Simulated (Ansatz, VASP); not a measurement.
# Ti9Al44O84 (glassy 29TiO2-71Al2O3 (mol %)) in two plane-wave programs

One calculation is typed for both programs; each brings its own data sets. How far apart do they land? The cell is taken from a series of runs on this material, whose earlier steps may have relaxed, scaled, displaced or heated it; both programs get it as it stands.

Program: Ansatz 0.2.0. Level of theory: plane waves, with VASP 6.6.1 beside it; single point at LDA. Results are calculated unless marked as measured.

## (1) The structure

The cell holds 137 atoms: 9 Ti, 44 Al and 84 O. Its edges and angles: a = 11.359 Å, b = 11.213 Å, c = 11.683 Å, α = 90.1°, β = 89.2°, γ = 88.9°. As first built, before any earlier steps moved the atoms (in the runner's words): 137 atoms (9 Ti, 44 Al, 84 O) placed at random at 3.12 g/cm^3, melted at 4000 K for 10 ps at fixed volume with the Morse and Coulomb pair potential with partial charges (Pedone, Malavasi, Menziani, Cormack and Segre, J. Phys. Chem. B 110, 11780 (2006)). Quenched from 4000 K to 300 K at 300 K/ps and fixed volume, held 10 ps at zero pressure.

## (2) VASP: single point, LDA

With cell and atoms fixed, the geometry can't cause a difference; cores, projectors, grids and the points listed under the comparison can.

Lines of VASP's logs that name or quote its potential files are left out, and so is its time.

File INCAR:

```
SYSTEM = Ti9Al44O84
PREC = Accurate
ENCUT = 600
EDIFF = 1E-06
NELM = 120
ISMEAR = 0
SIGMA = 0.01
LREAL = Auto
ALGO = Normal
GGA = CA
NBANDS = 467
LASPH = .TRUE.
LORBIT = 11
LWAVE = .FALSE.
LCHARG = .FALSE.
ISIF = 2
GGA_COMPAT = .FALSE.
EFERMI = MIDGAP
```

File POSCAR:

```
Ti9Al44O84
1.0
   11.3579200000      0.1088700000      0.0837100000
    0.1088700000     11.2128900000     -0.0061300000
    0.0837100000     -0.0061300000     11.6825900000
Ti Al O
9 44 84
Direct
    0.4492000000      0.7904700000      0.4067900000
    0.3363400000      0.5177000000      0.8287000000
    0.1456100000      0.7592100000      0.4398000000
    0.7939100000      0.4212200000      0.5578900000
    0.2604500000      0.3512400000      0.0634600000
    0.8240300000      0.7225400000      0.5191300000
    0.3441900000      0.1107600000      0.1731400000
    0.4577900000      0.5062100000      0.3375300000
    0.0079700000      0.9489700000      0.2136100000
    0.4205900000      0.6129500000      0.0553600000
    0.9860000000      0.1740100000      0.6198300000
    0.8119700000      0.5815400000      0.1995600000
    0.9258500000      0.5259800000      0.7814300000
    0.7366200000      0.0588800000      0.1629500000
    0.7290000000      0.7393700000      0.7895700000
    0.1452400000      0.7364400000      0.9269900000
    0.6070200000      0.4698400000      0.1298100000
    0.7389300000      0.5088600000      0.9366500000
    0.2063200000      0.5720000000      0.2212700000
    0.7491700000      0.9611300000      0.9371200000
    0.6573400000      0.7501800000      0.0492000000
    0.6119300000      0.1352600000      0.6084200000
    0.5090500000      0.9606100000      0.0528000000
    0.6501300000      0.9816400000      0.4227300000
    0.4426200000      0.7862300000      0.8900100000
    0.3533600000      0.7466100000      0.6449400000
    0.2461300000      0.9273700000      0.8249400000
    0.5165800000      0.2996600000      0.4669100000
    0.0015500000      0.5256600000      0.0560900000
    0.1513000000      0.0483900000      0.3973300000
[... 101 atom lines left out ...]
    0.4205200000      0.6343600000      0.9038200000
    0.0034300000      0.6151000000      0.6956100000
    0.1475800000      0.3631800000      0.5078400000
    0.5764400000      0.7713300000      0.7765300000
    0.3175500000      0.0718100000      0.8520600000
    0.3694700000      0.2935500000      0.1634100000
```

File KPOINTS:

```
Automatic mesh
0
Gamma
1 1 1
0 0 0
```

Potentials, in the order of the species: Ti_sv, Al and O (LDA family, release 64).

The run is started by

```
export OMP_NUM_THREADS=4
mpirun -np 1 vasp_gam
```

Numbers of over 12 decimals in the logs are rounded to 6 here.

The log of the run:

```text
[banner, memory and clock lines left out]
running    1 mpi-ranks, on    1 nodes
[...]
Offloading initialized ...    1 GPUs detected
[...]
LDA part: xc-table for (Slater(with rela. corr.)+CA(PZ))
 , standard interpolation
 POSCAR, INCAR and KPOINTS ok, starting setup
[...]
entering main loop
       N       E                     dE             d eps       ncg     rms          rms(c)
DAV:   1     0.967088877451E+04    0.96709E+04   -0.46143E+05   934   0.188E+03
DAV:   2     0.804155579931E+02   -0.95905E+04   -0.90074E+04  1102   0.483E+02
DAV:   3    -0.125213420057E+04   -0.13325E+04   -0.13096E+04  1041   0.193E+02
DAV:   4    -0.133818857465E+04   -0.86054E+02   -0.85668E+02  1300   0.492E+01
[...]
DAV:  18    -0.114591754750E+04    0.33587E-05   -0.23853E-05  1380   0.151E-02    0.107E-02
DAV:  19    -0.114591754629E+04    0.12049E-05   -0.13554E-05  1356   0.103E-02    0.663E-03
DAV:  20    -0.114591754555E+04    0.73942E-06   -0.28673E-06   764   0.457E-03
   1 F= -.11459175E+04 E0= -.11459175E+04  d E =0.000000E+00
```

OUTCAR, selected parts (step 2):

```text
  Total        6.9410478      6.8279311      6.8568248     -0.0472492     -0.4039096     -0.3211801
  in kB        7.4755583      7.3537308      7.3848495     -0.0508878     -0.4350135     -0.3459133
  external PRESSURE =       7.4047128 kB  Pullay stress =       0.0000000 kB

 POSITION                                       TOTAL-FORCE (eV/Angst)
[...]
10.63893      5.41461      5.34194        -0.022865      0.051558      0.014679
      5.38392      5.16314      5.80671        -0.019052      0.002377      0.001863
     11.01328      6.21499      2.56881         0.075133     -0.027323     -0.008782
      5.77349      1.41758      0.79952        -0.007231      0.024104      0.021805
      1.28583     10.12080      4.56118        -0.072825      0.072000     -0.061874
     10.57936      9.44771      3.10051        -0.067948     -0.171774      0.055622
      8.16877      0.31323      6.60570         0.014185     -0.014893     -0.055505
      8.85114      6.66465      6.62854        -0.110268     -0.130886      0.072701
     10.15455      0.54526      1.57406         0.003140      0.017380     -0.021968
      8.10208     11.03456      9.29373        -0.005884      0.019323      0.032383
      7.96181      4.20641     10.28801        -0.053777     -0.000786      0.034778
      2.61946      5.24974      8.28656         0.022714      0.016062      0.004520
      5.83925     10.60152      4.52928        -0.005424      0.088216     -0.018358
      7.16675      6.54902      0.25699        -0.054717      0.074119      0.003170
[...]
-----------------------------------------------------------------------------------
    total drift:                               -0.000296      0.041509     -0.018884

  FREE ENERGIE OF THE ION-ELECTRON SYSTEM (eV)
  ---------------------------------------------------
  free  energy   TOTEN  =     -1145.9175455528 eV

  energy  without entropy=    -1145.9175455528  energy(sigma->0) =    -1145.91754555

[... 3 further parts left out ...]
[key lines of the parts left out:]
E-fermi :   5.0226
```

The run ends at a pressure of 0.74 GPa, with forces up to 0.19 eV/Å.

## (3) Ansatz: single point, LDA

Ansatz runs on its default PAW (the set named soft_2) files.

The same cell, functional (in two slightly different forms) and mesh now go to Ansatz, which takes its cutoff from its data sets.

File input.yaml:

```yaml
crystal:
  lattice:
    - [11.35792, 0.10887, 0.08371]
    - [0.10887, 11.21289, -0.00613]
    - [0.08371, -0.00613, 11.68259]
  atoms:
    - { symbol: Ti, position: [0.4492, 0.79047, 0.40679] }
    - { symbol: Ti, position: [0.33634, 0.5177, 0.8287] }
    - { symbol: Ti, position: [0.14561, 0.75921, 0.4398] }
    - { symbol: Ti, position: [0.79391, 0.42122, 0.55789] }
    - { symbol: Ti, position: [0.26045, 0.35124, 0.06346] }
    - { symbol: Ti, position: [0.82403, 0.72254, 0.51913] }
    - { symbol: Ti, position: [0.34419, 0.11076, 0.17314] }
    - { symbol: Ti, position: [0.45779, 0.50621, 0.33753] }
    - { symbol: Ti, position: [0.00797, 0.94897, 0.21361] }
    - { symbol: Al, position: [0.42059, 0.61295, 0.05536] }
    - { symbol: Al, position: [0.986, 0.17401, 0.61983] }
    - { symbol: Al, position: [0.81197, 0.58154, 0.19956] }
    - { symbol: Al, position: [0.92585, 0.52598, 0.78143] }
    - { symbol: Al, position: [0.73662, 0.05888, 0.16295] }
    - { symbol: Al, position: [0.729, 0.73937, 0.78957] }
    - { symbol: Al, position: [0.14524, 0.73644, 0.92699] }
    - { symbol: Al, position: [0.60702, 0.46984, 0.12981] }
    - { symbol: Al, position: [0.73893, 0.50886, 0.93665] }
    - { symbol: Al, position: [0.20632, 0.572, 0.22127] }
    - { symbol: Al, position: [0.74917, 0.96113, 0.93712] }
    - { symbol: Al, position: [0.65734, 0.75018, 0.0492] }
    - { symbol: Al, position: [0.61193, 0.13526, 0.60842] }
    - { symbol: Al, position: [0.50905, 0.96061, 0.0528] }
    - { symbol: Al, position: [0.65013, 0.98164, 0.42273] }
    - { symbol: Al, position: [0.44262, 0.78623, 0.89001] }
    - { symbol: Al, position: [0.35336, 0.74661, 0.64494] }
    - { symbol: Al, position: [0.24613, 0.92737, 0.82494] }
    - { symbol: Al, position: [0.51658, 0.29966, 0.46691] }
    - { symbol: Al, position: [0.00155, 0.52566, 0.05609] }
    - { symbol: Al, position: [0.1513, 0.04839, 0.39733] }
[... 101 atom lines left out ...]
    - { symbol: O, position: [0.42052, 0.63436, 0.90382] }
    - { symbol: O, position: [0.00343, 0.6151, 0.69561] }
    - { symbol: O, position: [0.14758, 0.36318, 0.50784] }
    - { symbol: O, position: [0.57644, 0.77133, 0.77653] }
    - { symbol: O, position: [0.31755, 0.07181, 0.85206] }
    - { symbol: O, position: [0.36947, 0.29355, 0.16341] }
kpoints:
  mp_grid: { grid: [1, 1, 1] }
hamiltonian:
  xc: lda
scf:
  occupations: { method: fixed }
output:
  forces: true
  stress: true
  populations: intrinsic
  dos:
    method: { smearing: { sigma: 0.15 } }
    de: 0.1
    projected: { site_lists: { Al: [Al], O: [O], Ti: [Ti] } }
  eigenvalues: true
  write_density: true
  write_potential: true
  volumetric_format: npy
```

The run is started by

```
ansatz run input.yaml --threads 4 --pin off --max-ram 8192MiB --backend cpu --events-out ev --progress --plain --runs-dir out
```

The log of the run:

```text
Engine: ansatz 0.2.0, aarch64-unknown-linux-gnu
Pseudopotentials: kind: paw
Pseudopotential: Ti, paw, valence charge 12, recommended cutoff 420 eV (normal), Ti.paw.azcp
Pseudopotential: Al, paw, valence charge 3, recommended cutoff 420 eV (normal), Al.paw.azcp
Pseudopotential: O, paw, valence charge 6, recommended cutoff 420 eV (normal), O.paw.azcp
Functional definition: SPW92
  exchange = slater_x
  correlation = pw_c
Crystal: 137 atoms, lattice volume = 1487.620 Å³
Basis set: ecut = 420 eV, 29065 PW (Γ)
Bands: 509, of which v1, the nominal top of the filled ones, is band 372 counted from 1 (371 counted from 0)
Symmetry: 1 space group operations
Space group: P1 (ITA 1), of the structure as read, at distance tolerance 1.1e-4 Å
k-points: 1
Non-local potential: Ti, projectors of the file, l = 0: 3, l = 1: 2, l = 2: 3, l = 3: 1
Non-local potential: Al, projectors of the file, l = 0: 2, l = 1: 2, l = 2: 1
Non-local potential: O, projectors of the file, l = 0: 2, l = 1: 2, l = 2: 1
PAW form: soft (Blöchl's): semilocal exchange-correlation on the pseudo side does not see the compensation charge
PAW frozen core: Ti, regenerated for the run's functional, and the local potential with it (the file was generated under x = pbe(κ = 0.804, μ = 0.219515), c = pbe(β = 0.066725))
PAW frozen core: Al, regenerated for the run's functional, and the local potential with it (the file was generated under x = pbe(κ = 0.804, μ = 0.219515), c = pbe(β = 0.066725))
PAW frozen core: O, regenerated for the run's functional, and the local potential with it (the file was generated under x = pbe(κ = 0.804, μ = 0.219515), c = pbe(β = 0.066725))
PAW one-centre angular grid: Ti, 590 points (default); XC on 64 Gauss nodes
PAW one-centre angular grid: Al, 110 points (default); XC on 64 Gauss nodes
PAW one-centre angular grid: O, 110 points (default); XC on 64 Gauss nodes
Initial density: superposition of atomic densities (neutral atoms: chi_scale 0, normalization atom), corrected by the library's trained network
Initial wavefunctions: pseudopotential atomic-orbital guess
Functional: x = slater, c = lda
SCF iter   1: F=—  HF=-91453.948164 eV  |F-HF|=—  |Δ(HF+E_count)|=         —  Δρ=1.62e-2  dr2=3.74e0  ethr=1.77e-3  ⟨swp⟩=5.0  Hψ=1795  notcnv=0  defer=133
preconditioner: auto → Resta (q_TF=auto, 2.431 Å⁻¹)  ε∞=4.3  [insulator: Δε(μ)=2.765 eV  Ē_g=13.676 eV  n_scr=366 (ndim 8)  ℏωp=25.0 eV  f_vac=0.058  ε∞_Penn≈4.3]
SCF iter   2: F=—  HF=-91453.074534 eV  |F-HF|=—  |Δ(HF+E_count)|=   8.74e-1  Δρ=7.01e-3  dr2=6.20e-1  ethr=5.03e-4  ⟨swp⟩=2.0  Hψ=787  notcnv=0  defer=132
SCF iter   3: F=—  HF=-91452.966787 eV  |F-HF|=—  |Δ(HF+E_count)|=   1.08e-1  Δρ=2.86e-3  dr2=1.14e-1  ethr=8.33e-5  ⟨swp⟩=3.0  Hψ=1130  notcnv=0  defer=135
SCF iter   4: F=—  HF=-91452.944263 eV  |F-HF|=—  |Δ(HF+E_count)|=   2.25e-2  Δρ=1.29e-3  dr2=2.49e-2  ethr=1.53e-5  ⟨swp⟩=2.0  Hψ=640  notcnv=0  defer=135
SCF iter   5: F=—  HF=-91452.937816 eV  |F-HF|=—  |Δ(HF+E_count)|=   6.45e-3  Δρ=4.98e-4  dr2=4.52e-3  ethr=3.34e-6  ⟨swp⟩=2.0  Hψ=639  notcnv=0  defer=135
SCF iter   6: F=—  HF=-91452.936980 eV  |F-HF|=—  |Δ(HF+E_count)|=   8.35e-4  Δρ=1.70e-4  dr2=5.72e-4  ethr=6.07e-7  ⟨swp⟩=2.0  Hψ=745  notcnv=0  defer=135
SCF iter   7: F=—  HF=-91452.936866 eV  |F-HF|=—  |Δ(HF+E_count)|=   1.15e-4  Δρ=8.61e-5  dr2=1.42e-4  ethr=7.69e-8  ⟨swp⟩=2.0  Hψ=728  notcnv=0  defer=133
SCF iter   8: F=—  HF=-91452.936813 eV  |F-HF|=—  |Δ(HF+E_count)|=   5.25e-5  Δρ=4.70e-5  dr2=3.84e-5  ethr=1.91e-8  ⟨swp⟩=2.0  Hψ=747  notcnv=0  defer=130
SCF iter   9: F=—  HF=-91452.935100 eV  |F-HF|=—  |Δ(HF+E_count)|=   1.71e-3  Δρ=1.65e-5  dr2=4.40e-6  ethr=5.16e-9  ⟨swp⟩=2.0  Hψ=855  notcnv=0  defer=131
SCF iter  10: F=—  HF=-91452.935100 eV  |F-HF|=—  |Δ(HF+E_count)|=   8.43e-8  Δρ=9.66e-6  dr2=1.50e-6  ethr=5.91e-10  ⟨swp⟩=2.0  Hψ=735  notcnv=0  defer=131
SCF iter  11: F=—  HF=-91452.935100 eV  |F-HF|=—  |Δ(HF+E_count)|=   6.23e-8  Δρ=4.62e-6  dr2=3.38e-7  ethr=2.02e-10  ⟨swp⟩=2.0  Hψ=738  notcnv=0  defer=131
SCF iter  12: F=—  HF=-91452.935100 eV  |F-HF|=—  |Δ(HF+E_count)|=   7.06e-9  Δρ=2.50e-6  dr2=1.03e-7  ethr=1.34e-11  ⟨swp⟩=20.0  Hψ=4516  notcnv=0
SCF iter  13: F=-91452.935100 eV  HF=-91452.935100 eV  |F-HF|=8.15e-10  |Δ(HF+E_count)|=   5.11e-9  Δρ=9.71e-7  dr2=1.58e-8  ethr=1.34e-11  ⟨swp⟩=7.0  Hψ=2584  notcnv=0
SCF 1 converged in 13 iterations: F = -91452.935100 eV  dr2 = 1.58e-8
  greatest PAW one-centre occupation: 0.999 electrons in one spin orbital (limit 2), on the Ti atom at site 6 (counted from 0), in its partial waves of l = 0
SCF converged after 13 iterations
Free energy (F): -91452.935100 eV
Harris-Foulkes:  -91452.935100 eV  (|F-HF|=8.15e-10)
Internal energy: -91452.935100 eV  (E = F + TS)
E sigma→0 (E₀):  -91452.935100 eV
Fermi energy:    5.334706 eV
--- Per-component energies (eV) ---
  E_band       = -3124.863778
[...]
atom 130  O      0.00736397     0.00553374    -0.00645633
  atom 131  O      0.00392173     0.00892801     0.00016018
  atom 132  O      0.00101977    -0.00641150    -0.00185091
  atom 133  O     -0.00585677    -0.00201012     0.00314084
  atom 134  O     -0.00351857    -0.00020988    -0.00030880
  atom 135  O     -0.00472514    -0.00530490    -0.00170968
  atom 136  O      0.00607651     0.00281636    -0.00471397
  atom 137  O      0.00532841    -0.00654740     0.00566056
  max |Σ_I F_I| component: 1.15e-4 eV/Å
--- Stress (GPa, compression-positive) ---
        0.009122      -0.001050       0.000205
       -0.001050       0.012100       0.001401
        0.000205       0.001401       0.039669
  P = ⅓ Tr σ = 0.0203 GPa (0.203 kbar)
--- Band table (eV) ---
  k-point 0: bands = [... 368 lower, 5.2353, 5.2514, 5.3080, 5.3347, 8.2887, 8.3695, 8.3987, 8.4364, ... 133 higher]
--- intrinsic populations: 137 sites ---
  site symbol       q [e]
     0     Ti     10.7293
     1     Ti     10.5779
     2     Ti     10.6170
     3     Ti     10.5617
     4     Ti     10.6419
     5     Ti     10.6307
     6     Ti     10.6523
     7     Ti     10.6095
     8     Ti     10.6315
     9     Al      1.7502
    10     Al      1.6871
    11     Al      1.6941
    12     Al      1.7158
    13     Al      1.7250
    14     Al      1.6670
    15     Al      1.6995
    16     Al      1.7136
    17     Al      1.6792
    18     Al      1.7047
    19     Al      1.7038
    20     Al      1.7000
    21     Al      1.7080
    22     Al      1.7270
    23     Al      1.7108
[...]
129      O      6.6711
   130      O      6.8731
   131      O      6.7514
   132      O      6.9177
   133      O      6.8804
   134      O      6.8715
   135      O      6.8545
   136      O      6.6416
  spilling = -0.000000 (of n_electrons = 744.000000)
```

## (4) Side by side

Known differences besides the potentials themselves: the two LDA forms differ slightly; fixed occupations in Ansatz, narrow Gaussian smearing in VASP; the cutoff is 420 eV in Ansatz and 600 eV in VASP (PREC = Accurate, projectors in real space); VASP's log shows a relativistic correction to its local exchange, Ansatz's none. Total energies have different zeros and are not compared.

Compared:

```csv
quantity,Ansatz,VASP,difference
pressure (GPa),0.02,0.74,-0.72
gap on the k mesh (eV),2.954,2.929,+0.025
```

Forces on 7 of the 137 atoms, those with the largest forces and the largest differences (eV/Å; atoms numbered as in POSCAR):

```csv
atom,"Ansatz x, y, z","VASP x, y, z"
Ti1,"-0.011, 0.008, -0.007","0.057, 0.029, -0.170"
Ti3,"0.010, -0.002, 0.004","-0.006, -0.096, 0.104"
Ti6,"0.001, 0.017, -0.001","0.041, 0.181, -0.002"
O66,"0.002, -0.002, 0.014","0.100, 0.026, 0.150"
O78,"0.003, -0.005, 0.003","-0.068, -0.172, 0.056"
O80,"-0.012, -0.006, 0.005","-0.110, -0.131, 0.073"
O105,"0.017, -0.019, -0.007","0.131, 0.048, -0.012"
```

The forces differ by 41 meV/Å r.m.s., where the r.m.s. force is 0.005 eV/Å in Ansatz and 0.042 eV/Å in VASP: the atoms lie near their places of rest in Ansatz, so a percentage would say little (all taken over all components). A gap on the mesh is an upper bound, since the band edges may lie between its points.

## (5) Summary of results

```yaml
r_m_s_force_difference_single_point_lda: 41 meV/Å
difference_in_pressure_single_point_lda: -0.72 GPa
```

**Reading.** The r.m.s. force difference is 41 meV/Å (single point, LDA), beyond the 12 meV/Å picked in this series as the mark of a large difference. What causes the difference of the single point, LDA pair stays open here. Such differences can come from data sets, numerical settings and the points named under the comparisons, not from the functional's error against experiment.

[Lines on the potential files, build, host, timing and source positions are cut from VASP's logs without a mark.]

[Logs are printed without paths, hosts, clocks, repeated set-up lines and the standing remarks that a program may print on its own settings, such as how far it seeks lower states.]

[Hosts, paths, dates, database ids (printed as entryN), source tags and the programs' standing remarks are cut or masked in the printed files.]
